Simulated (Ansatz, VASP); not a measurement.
## Ge (Germanium) in two plane-wave programs

Aim: how closely do two programs agree when they are given the same cell, functional and k mesh?

Method: plane waves, with VASP 6.6.1 beside it; relaxation of cell and atoms at r2SCAN and band structure at HSE06, in Ansatz 0.2.0.

## (1) The structure

It takes space group Fd-3m (No. 227, cubic). The conventional cell has a = 5.658 Å, b = 5.658 Å, c = 5.658 Å, α = 90.00°, β = 90.00°, γ = 90.00°. Nearest to Ge lie 4 Ge at 2.45 Å.

Structure file:

```
Ge
1.0
     0.00000    2.82891    2.82891
     2.82891    0.00000    2.82891
     2.82891    2.82891    0.00000
Ge
2
Cartesian
  0.0000 0.0000 0.0000
  1.4145 1.4145 1.4145
```

## (2) VASP: relaxation of cell and atoms, r2SCAN

The relaxed volume is the usual yardstick between codes: its relative difference is about their pressure difference at one cell divided by the bulk modulus.

Lines of VASP's logs that name or quote its potential files are left out, and so is its time.

The input, INCAR:

```
SYSTEM = Ge
PREC = Accurate
ENCUT = 410
EDIFF = 1E-06
NELM = 100
ISMEAR = 0
SIGMA = 0.05
LREAL = .FALSE.
ALGO = Normal
METAGGA = R2SCAN
LASPH = .TRUE.
NBANDS = 20
LORBIT = 11
LWAVE = .FALSE.
LCHARG = .FALSE.
KPAR = 2
IBRION = 2
NSW = 60
ISIF = 3
EDIFFG = -0.01
```

The input, POSCAR:

```
Ge
1.0
    0.0000000000      2.8289100000      2.8289100000
    2.8289100000      0.0000000000      2.8289100000
    2.8289100000      2.8289100000      0.0000000000
Ge
2
Direct
    0.0000000000      0.0000000000      0.0000000000
    0.2500000000      0.2500000000      0.2500000000
```

The input, KPOINTS:

```
Automatic mesh
0
Gamma
6 6 6
0 0 0
```

PAW data sets: Ge_d (PBE family, release 64).

Started as:

```bash
> mpirun -np 2 vasp_std
```

Numbers of over 12 decimals in the logs are rounded to 6 here.

The log of the run:

```text
[banner, memory and clock lines left out]
running    2 mpi-ranks, on    1 nodes
 distrk:  each k-point on    1 cores,    2 groups
 distr:  one band on    1 cores,    1 groups

 POSCAR found type information on POSCAR Ge
 POSCAR found :  1 types and       2 ions
|                                                                             |
|               ----> ADVICE to this user running VASP <----                  |
|                                                                             |
|     You enforced a specific xc type in the INCAR file but a different       |
|     [... a line on the potential file left out ...]
|     I HOPE YOU KNOW WHAT YOU ARE DOING!                                     |
|                                                                             |

 LDA part: xc-table for (None), standard interpolation
 POSCAR, INCAR and KPOINTS ok, starting setup
 FFT: planning ... GRIDC
 FFT: planning ... GRID_SOFT
 FFT: planning ... GRID
 WAVECAR not read
 entering main loop
       N       E                     dE             d eps       ncg     rms          rms(c)
DAV:   1     0.151177467628E+03    0.15118E+03   -0.13330E+04   672   0.344E+03
DAV:   2    -0.607131896290E+01   -0.15725E+03   -0.15319E+03   640   0.552E+02
DAV:   3    -0.296333062258E+02   -0.23562E+02   -0.23365E+02   712   0.138E+02
DAV:   4    -0.303825127387E+02   -0.74921E+00   -0.74873E+00   708   0.292E+01
DAV:   5    -0.303956481039E+02   -0.13135E-01   -0.13135E-01   748   0.414E+00    0.339E+00
DAV:   6    -0.277179834027E+02    0.26777E+01   -0.30978E-01   684   0.955E+00    0.197E+00
DAV:   7    -0.276995393692E+02    0.18444E-01   -0.10617E-01   804   0.429E+00    0.264E-01
DAV:   8    -0.276988635335E+02    0.67584E-03   -0.51563E-03   840   0.123E+00    0.106E-01
DAV:   9    -0.276990023698E+02   -0.13884E-03   -0.80323E-03   832   0.184E+00    0.683E-02
DAV:  10    -0.276987563014E+02    0.24607E-03   -0.54251E-04   812   0.423E-01    0.324E-02
DAV:  11    -0.276986729481E+02    0.83353E-04   -0.40245E-04   872   0.387E-01    0.745E-03
DAV:  12    -0.276986756699E+02   -0.27217E-05   -0.21325E-05   800   0.711E-02    0.355E-03
DAV:  13    -0.276986799086E+02   -0.42388E-05   -0.83664E-07   444   0.106E-02    0.166E-03
DAV:  14    -0.276986799582E+02   -0.49596E-07   -0.42713E-07   384   0.122E-02
   1 F= -.27698680E+02 E0= -.27698680E+02  d E =-.276987E+02
 curvature:   0.00 expect dE= 0.000E+00 dE for cont linesearch  0.000E+00
 trial: gam= 0.00000 g(F)=  0.190E-41 g(S)=  0.329E-03 ort = 0.000E+00 (trialstep = 0.100E+01)
 search vector abs. value=  0.329E-03
 bond charge predicted
       N       E                     dE             d eps       ncg     rms          rms(c)
DAV:   1    -0.277058772515E+02   -0.71973E-02   -0.93209E-02   872   0.602E+00    0.500E-01
DAV:   2    -0.277006280489E+02    0.52492E-02   -0.61367E-03   824   0.154E+00    0.253E-01
DAV:   3    -0.276988218949E+02    0.18062E-02   -0.27459E-03   852   0.916E-01    0.587E-02
DAV:   4    -0.276987216699E+02    0.10022E-03   -0.29364E-04   832   0.336E-01    0.137E-02
DAV:   5    -0.276987245649E+02   -0.28950E-05   -0.18372E-05   832   0.774E-02    0.963E-03
DAV:   6    -0.276987298070E+02   -0.52422E-05   -0.18432E-06   436   0.284E-02    0.324E-04
DAV:   7    -0.276987298046E+02    0.24447E-08   -0.19674E-07   376   0.462E-03
   2 F= -.27698730E+02 E0= -.27698730E+02  d E =-.498464E-04
 trial-energy change:   -0.000050  1 .order   -0.000088   -0.000329    0.000153
 step:   0.5663(harm=  0.6820)  dis= 0.00000  next Energy=   -27.698766 (dE=-0.861E-04)
 bond charge predicted
       N       E                     dE             d eps       ncg     rms          rms(c)
DAV:   1    -0.277000976654E+02   -0.13679E-02   -0.17367E-02   872   0.257E+00    0.217E-01
DAV:   2    -0.276991173521E+02    0.98031E-03   -0.11595E-03   828   0.673E-01    0.110E-01
DAV:   3    -0.276987987936E+02    0.31856E-03   -0.50739E-04   856   0.395E-01    0.258E-02
DAV:   4    -0.276987720625E+02    0.26731E-04   -0.54648E-05   836   0.145E-01    0.586E-03
DAV:   5    -0.276987702054E+02    0.18571E-05   -0.31142E-06   544   0.331E-02    0.370E-03
DAV:   6    -0.276987682338E+02    0.19716E-05   -0.40270E-07   380   0.110E-02    0.463E-04
DAV:   7    -0.276987681513E+02    0.82489E-07   -0.88441E-08   356   0.313E-03
   3 F= -.27698768E+02 E0= -.27698768E+02  d E =-.881931E-04
 curvature:  -0.30 expect dE=-0.183E-05 dE for cont linesearch -0.183E-05
 trial: gam=-0.11847 g(F)=  0.156E-42 g(S)=  0.620E-05 ort = 0.451E-04 (trialstep = 0.913E+00)
 search vector abs. value=  0.117E-06
 reached required accuracy - stopping structural energy minimisation
```

From OUTCAR (step 2):

```text
ion  position               nearest neighbor table
   1  0.000  0.000  0.000-   2 2.45   2 2.45   2 2.45   2 2.45
   2  0.250  0.250  0.250-   1 2.45   1 2.45   1 2.45   1 2.45

  LATTYP: Found a face centered cubic cell.
 ALAT       =     5.6578200000

 Subroutine GETGRP returns: Found 48 space group operations
 (whereof 24 operations were pure point group operations)

The static configuration has the point symmetry T_d .
 The point group associated with its full space group is O_h .

 Found     16 irreducible k-points:

   k-points           NKPTS =     16   k-points in BZ     NKDIM =     16   number of bands    NBANDS=     20

   dimension x,y,z NGX =    28 NGY =   28 NGZ =   28
   dimension x,y,z NGXF=    56 NGYF=   56 NGZF=   56

   ENCUT  =  410.0 eV  30.13 Ry    5.49 a.u.   6.61  6.61  6.61*2*pi/ulx,y,z

   NELECT =      28.0000    total number of electrons

 k-points in reciprocal lattice and weights: Automatic mesh
   0.00000000  0.00000000  0.00000000       0.005
   0.16666667  0.00000000  0.00000000       0.037
   0.33333333  0.00000000  0.00000000       0.037
   0.50000000  0.00000000  0.00000000       0.019
   0.16666667  0.16666667  0.00000000       0.028
   0.33333333  0.16666667  0.00000000       0.111
   0.50000000  0.16666667  0.00000000       0.111
  -0.33333333  0.16666667  0.00000000       0.111
  -0.16666667  0.16666667  0.00000000       0.056
[...]
-0.33333333  0.33333333  0.16666667       0.111
  -0.33333333  0.50000000  0.16666667       0.056

 average (electrostatic) potential at core
       1 -79.4579       2 -79.4579

 E-fermi :   4.9730

 k-point     1 :       0.0000    0.0000    0.0000
  band No.  band energies     occupation
    ...
     10     -20.4306      2.00000
     11      -8.5015      2.00000
     12       4.7800      2.00000
     13       4.7801      2.00000
     14       4.7801      2.00000
     15       5.1581      0.00000
     16       7.4910      0.00000
     17       7.4911      0.00000
     18       7.4911      0.00000
     19      11.8294      0.00000
    ...

 k-point     2 :       0.1667    0.0000    0.0000
  band No.  band energies     occupation
    ...
     10     -20.4189      2.00000
     11      -8.1493      2.00000
     12       1.5769      2.00000
     13       4.2321      2.00000
     14       4.2322      2.00000
     15       5.9906      0.00000
     16       8.2192      0.00000
     17       8.2193      0.00000
     18       9.2823      0.00000
     19      13.2088      0.00000
    ...

 k-point     3 :       0.3333    0.0000    0.0000
  band No.  band energies     occupation
    ...
     10     -20.4094      2.00000
     11      -7.1731      2.00000
     12      -1.4917      2.00000
     13       3.5517      2.00000
     14       3.5518      2.00000
     15       5.4414      0.00000
     16       8.7966      0.00000
     17       8.7967      0.00000
     18      12.3012      0.00000
     19      13.2412      0.00000
    ...

  Total        0.0092529      0.0092529      0.0092529     -0.0000000      0.0000000     -0.0000000
  in kB        0.3265146      0.3265146      0.3265146     -0.0000000      0.0000000     -0.0000000
  external PRESSURE =       0.3265146 kB  Pullay stress =       0.0000000 kB

  energy-cutoff  :      410.00
  volume of cell :       45.40
      direct lattice vectors                 reciprocal lattice vectors
    -0.000000000  2.831513572  2.831513572    -0.176584003  0.176584003  0.176584003
     2.831513572  0.000000000  2.831513572     0.176584003 -0.176584003  0.176584003
     2.831513572  2.831513572  0.000000000     0.176584003  0.176584003 -0.176584003

 POSITION                                       TOTAL-FORCE (eV/Angst)
 -----------------------------------------------------------------------------------
      0.00000      0.00000      0.00000         0.000000      0.000000      0.000000
      1.41576      1.41576      1.41576        -0.000000     -0.000000     -0.000000
 -----------------------------------------------------------------------------------
    total drift:                                0.000000      0.000000      0.000000

  FREE ENERGIE OF THE ION-ELECTRON SYSTEM (eV)
  ---------------------------------------------------
  free  energy   TOTEN  =       -27.6987681513 eV

  energy  without entropy=      -27.6987681510  energy(sigma->0) =      -27.69876815

 reached required accuracy - stopping structural energy minimisation

 total charge
# of ion       s       p       d       tot
------------------------------------------
    1        1.098   1.296  10.022  12.416
    2        1.098   1.296  10.022  12.416
--------------------------------------------------
tot          2.196   2.592  20.044  24.833

[... 3 further parts left out ...]
```

## (3) Ansatz: relaxation of cell and atoms, r2SCAN

Ansatz runs on its default PAW (the set named soft_2) files.

The same cell, functional, mesh and smearing now go to Ansatz, which takes its cutoff from its data sets.

The input, input.yaml:

```yaml
crystal:
  lattice:
    - [0.0, 2.82891, 2.82891]
    - [2.82891, 0.0, 2.82891]
    - [2.82891, 2.82891, 0.0]
  atoms:
    - { symbol: Ge, position: [0.0, 0.0, 0.0] }
    - { symbol: Ge, position: [0.25, 0.25, 0.25] }
hamiltonian:
  xc: r2scan
  pseudopotentials: { kind: paw }
kpoints:
  mp_grid: { grid: [6, 6, 6] }
scf:
  occupations: { method: gaussian, width: 0.05 }
relax:
  f_tol: 0.01
  max_steps: 60
  cell: { stress_tol: 0.05 }
output:
  forces: true
  stress: true
```

Started as:

```bash
> ansatz run input.yaml --threads 4 --pin off --max-ram 9216MiB --backend cpu --events-out ev --progress --plain --runs-dir out
```

The log of the run:

```text
Engine: ansatz 0.2.0, aarch64-unknown-linux-gnu
Pseudopotentials: kind: paw
Pseudopotential: Ge, paw, valence charge 14, recommended cutoff 500 eV (meta_gga), Ge.paw.azcp
Functional definition: r2SCAN
  parameter k0 = 0.174
  parameter k1 = 0.065
  parameter a1 = 4.9479
  exchange = r2scan_x(k0 = k0, k1 = k1, a1 = a1)
  correlation = r2scan_c
Crystal: 2 atoms, lattice volume = 45.278 Å³
Basis set: ecut = 500 eV, 1139 PW (Γ), exchange–correlation on 120×120×120 points (64 copies of the dense FFT grid, shifted against one another)
Bands: 18, of which v1, the nominal top of the filled ones, is band 14 counted from 1 (13 counted from 0)
Symmetry: 48 space group operations
Space group: Fd-3m (ITA 227), of the structure as read, at distance tolerance 3.6e-5 Å
k-points: 16 of 216
Non-local potential: Ge, projectors of the file, l = 0: 2, l = 1: 2, l = 2: 3, l = 3: 1
PAW form: soft (Blöchl's): semilocal exchange-correlation on the pseudo side does not see the compensation charge
PAW frozen core: Ge, regenerated for the run's functional (the file was generated under x = pbe(κ = 0.804, μ = 0.219515), c = pbe(β = 0.066725))
PAW one-centre angular grid: Ge, 590 points (default); XC on 160 Gauss nodes
Initial density: superposition of atomic densities (neutral atoms: chi_scale 0, normalization atom), corrected by the library's trained network
Initial wavefunctions: pseudopotential atomic-orbital guess
Functional: x = r2scan, c = r2scan; τ floored in thin density (d = 2e-4 eV/Å³)
SCF iter   1: F=—  HF=-8605.763769 eV  |F-HF|=—  |Δ(HF+E_count)|=         —  Δρ=6.79e-3  dr2=6.52e-3  dr2_τ=4.73e-3  ethr=1.77e-3  ⟨swp⟩=6.0  Hψ=1342  notcnv=0
preconditioner: auto → none  [insulator: Δε(μ)=0.391 eV  Ē_g=24.436 eV  σ=0.050 eV  W_gap=1.00  n_scr=14 (ndim 8)  ℏωp=29.2 eV  f_vac=0.075  D(μ)=0.00/eV (n_scr^D=0)  ε∞_Penn≈2.4]
SCF iter   2: F=—  HF=-8605.774102 eV  |F-HF|=—  |Δ(HF+E_count)|=   1.03e-2  Δρ=1.60e-3  dr2=5.29e-4  dr2_τ=2.20e-5  ethr=2.33e-5  ⟨swp⟩=2.0  Hψ=704  notcnv=0
SCF iter   3: F=—  HF=-8605.774134 eV  |F-HF|=—  |Δ(HF+E_count)|=   3.26e-5  Δρ=1.12e-3  dr2=1.69e-4  dr2_τ=2.31e-6  ethr=1.89e-6  ⟨swp⟩=2.0  Hψ=454  notcnv=0
SCF iter   4: F=—  HF=-8605.774200 eV  |F-HF|=—  |Δ(HF+E_count)|=   6.60e-5  Δρ=5.21e-5  dr2=9.09e-7  dr2_τ=1.95e-8  ethr=6.04e-7  ⟨swp⟩=2.2  Hψ=436  notcnv=0
SCF iter   5: F=—  HF=-8605.774198 eV  |F-HF|=—  |Δ(HF+E_count)|=   2.66e-6  Δρ=7.84e-6  dr2=1.44e-8  dr2_τ=2.04e-10  ethr=3.25e-9  ⟨swp⟩=2.0  Hψ=512  notcnv=0
SCF iter   6: F=-8605.774198 eV  HF=-8605.774198 eV  |F-HF|=7.82e-11  |Δ(HF+E_count)|=   9.84e-9  Δρ=4.92e-7  dr2=2.83e-11  dr2_τ=3.87e-12  ethr=5.14e-11  ⟨swp⟩=1.2  Hψ=868  notcnv=0
SCF 1 converged in 6 iterations: F = -8605.774198 eV  dr2 = 2.83e-11
  greatest PAW one-centre occupation: 0.998 electrons in one spin orbital (limit 2), on the Ge atom at site 1 (counted from 0), in its partial waves of l = 2
relax step   1: F+E_penalty+E_count = -8605.77419769 eV  Δ(F+E_penalty+E_count) = +0.000e0 eV  max|allowed force component| = 2.776e-17 eV/Å  Δτ_max = 0.0000 Å  P = +0.544 GPa  Ω = 45.278 Å³  (6 SCF iters, dr2 threshold 1.00e-7 eV, accepted)
[...]
relax step   2: F+E_penalty+E_count = -8605.77466026 eV  Δ(F+E_penalty+E_count) = -4.626e-4 eV  max|allowed force component| = 5.204e-17 eV/Å  Δτ_max = 0.0000 Å  P = +0.068 GPa  Ω = 45.570 Å³  energy of the carried Pulay correction = -9.250e-5 eV  (4 SCF iters, dr2 threshold 2.00e-7 eV, accepted)
[...]
relax step   3: F+E_penalty+E_count = -8605.77465601 eV  Δ(F+E_penalty+E_count) = +4.256e-6 eV  max|allowed force component| = 1.203e-16 eV/Å  Δτ_max = 0.0000 Å  P = +0.001 GPa  Ω = 45.612 Å³  energy of the carried Pulay correction = -1.059e-4 eV  (4 SCF iters, dr2 threshold 1.17e-8 eV, accepted)
[...]
relax step   4: F+E_penalty+E_count = -8605.77473173 eV  Δ(F+E_penalty+E_count) = -7.573e-5 eV  max|allowed force component| = 1.342e-16 eV/Å  Δτ_max = 0.0000 Å  P = +0.002 GPa  Ω = 45.612 Å³  stress off target by 1.82e-3 GPa  SCF on the basis re-selected at this cell (its energy is not comparable with the rows above)  (5 SCF iters)
basis re-selected at this cell: Δ(F+E_penalty+E_count) = -7.573e-5 eV, ΔP = +0.001 GPa vs the last step (what re-selecting the basis moved, of the pressure what is left beyond the Pulay correction that the steps carried, after the strain that the cell walked since its last selection, with what the two solves' SCF thresholds leave and, on support functions, any second-order correction that the steps lacked; it is no m [...]
SCF converged after 5 iterations
Free energy (F): -8605.774732 eV
Harris-Foulkes:  -8605.774732 eV  (|F-HF|=3.64e-12)
Internal energy: -8605.774732 eV  (E = F + TS)
E sigma→0 (E₀):  -8605.774732 eV
Fermi energy:    8.477862 eV
--- Per-component energies (eV) ---
  E_band       = -319.819179
  E_kinetic    = 222.085549
  E_local      = -4955.092085  (includes V_loc(G=0)·N_el)
  E_nonlocal   = 840.201955
  E_hartree    = 2176.461657
  E_xc         = -138.183538
  E_vxc        = -135.776576  (∫ρ·V_xc dr)
  E_paw        = -4068.519734  (= ΣΔE_a)
  E_vpaw       = -651.776591  (= ΣTr[D̂ρ^β])
  E_aug_tail   = 0.000038  (compensation charges beyond the density's cutoff)
  E_vtau       = 7.615275  (kinetic-family band-sum trace: ∫τ·v_τ [+ j·A + Jᵃ·Aᵃ] dr)
  E_ewald      = -2680.557042
  E_core_change = -2.171532  (= ΣΔE_core)
  E_smearing   = -0.000000  (= −TS)
  E_closure    = 0.000000  (closes the sum)
  Σ components = -8605.774732   (vs F -8605.774732, Δ=0.00e0)
--- Forces (eV/Å), atoms counted from 1 ---
  atom   1  Ge    -0.00000000    -0.00000000    -0.00000000
  atom   2  Ge     0.00000000     0.00000000     0.00000000
  max |Σ_I F_I| component: 4.63e-17 eV/Å
--- Stress (GPa, compression-positive) ---
        0.001816      -0.000000      -0.000000
       -0.000000       0.001816      -0.000000
        0.000000       0.000000       0.001816
  P = ⅓ Tr σ = 0.0018 GPa (0.018 kbar)
--- Relaxed structure (3 steps of the walk, 3 accepted, 1 SCFs on fresh bases) ---
  F+E_penalty+E_count = -8605.77473173 eV   max|allowed force component| = 1.342e-16 eV/Å   (the final SCF, on the basis selected at the relaxed cell)
  cell:  # Å, volume = 45.6121 Å³
    - [0, 2.835852, 2.835852]
    - [2.835852, 0, 2.835852]
    - [2.835852, 2.835852, 0]
  atoms:
    - { symbol: Ge, position: [0, 0, 0] }
    - { symbol: Ge, position: [0.250000, 0.250000, 0.250000] }
```

Run time: 2.6 s. Hardware: 4 threads of Arm Neoverse V1, shared host; peak memory 0.44 GiB; 8.2 s of CPU time.

## (4) Differences

Known differences besides the potentials themselves: VASP keeps PBE cores, Ansatz makes them for the functional; both relaxations stop at a tolerance, which leaves soft axes loose, and VASP keeps its plane-wave basis; the cutoff is 500 eV in Ansatz and 410 eV in VASP; Ansatz adds a Pulay correction to the stress that steers its cell, VASP none. Total energies have different zeros and are not compared.

Both answers:

```csv
quantity,Ansatz,VASP,difference
volume (Å³),45.61,45.40,+0.46 %
"edge a after relaxation, in the typed setting (Å)",4.011,4.004,+0.15 %
```

The walks stopped with 0.00 GPa left in Ansatz and 0.03 GPa in VASP; each walk ends within a tolerance, so the volume difference is uncertain by about these residues over the bulk modulus, most in soft cells.

(Part 1 of 2 ends here.)

[Lines on the potential files, build, host, timing and source positions are cut from VASP's logs without a mark.]

[Logs are printed without paths, hosts, clocks, repeated set-up lines and the standing remarks that a program may print on its own settings, such as how far it seeks lower states.]

[Hosts, paths, dates, database ids (printed as entryN), source tags and the programs' standing remarks are cut or masked in the printed files.]
